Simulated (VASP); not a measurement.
Data:

```yaml
crystal:
  lattice:
    - [1.59682, -2.76578, 0.00000]
    - [1.59682, 2.76578, 0.00000]
    - [0.00000, 0.00000, 12.51793]
  atoms:
    - { symbol: W, position: [0.33333, 0.66667, 0.25000] }
    - { symbol: W, position: [0.66667, 0.33333, 0.75000] }
    - { symbol: S, position: [0.33333, 0.66667, 0.87606] }
    - { symbol: S, position: [0.66667, 0.33333, 0.37606] }
    - { symbol: S, position: [0.66667, 0.33333, 0.12394] }
    - { symbol: S, position: [0.33333, 0.66667, 0.62394] }
```

All values below come from optB88-vdW, VASP's PBE PAW potentials (set 64) (plane waves; VASP). Settings: 520 eV cut-off, Gaussian smearing of 0.050 eV, potentials W_sv S.

Unless said otherwise, spin-orbit coupling is left out, though it shifts the bands of the heavy elements here.

Problem. Give the energies of bands 17 to 30 at the high-symmetry points, in eV from the valence-band maximum.

Solution. 
| band | Γ | M | K | A | L | H |
|---|---|---|---|---|---|---|
| 17 | -3.38 | -5.23 | -5.06 | -3.38 | -4.86 | -4.94 |
| 18 | -3.37 | -4.62 | -4.84 | -3.38 | -4.86 | -4.94 |
| 19 | -3.37 | -3.97 | -4.40 | -2.75 | -3.93 | -4.57 |
| 20 | -2.21 | -3.89 | -4.40 | -2.75 | -3.93 | -4.57 |
| 21 | -2.21 | -2.84 | -3.93 | -2.19 | -2.76 | -3.64 |
| 22 | -2.17 | -2.65 | -3.93 | -2.19 | -2.76 | -3.64 |
| 23 | -2.17 | -1.94 | -2.85 | -2.19 | -1.85 | -3.00 |
| 24 | -1.51 | -1.76 | -2.85 | -2.19 | -1.85 | -3.00 |
| 25 | -1.07 | -1.57 | -0.70 | -0.29 | -1.48 | -0.62 |
| 26 | 0.00 | -1.41 | -0.53 | -0.29 | -1.48 | -0.62 |
| 27 | 2.25 | 2.15 | 1.20 | 2.25 | 2.17 | 1.20 |
| 28 | 2.25 | 2.19 | 1.20 | 2.25 | 2.17 | 1.20 |
| 29 | 2.27 | 2.49 | 2.15 | 2.25 | 2.62 | 2.62 |
| 30 | 2.27 | 2.71 | 3.22 | 2.26 | 2.62 | 2.62 |

The gap is indirect, 1.04 eV, from the valence maximum at Γ to the conduction minimum at K-Γ at 0.44.

The compound is WS2 in the 2H layered structure. It was relaxed first.
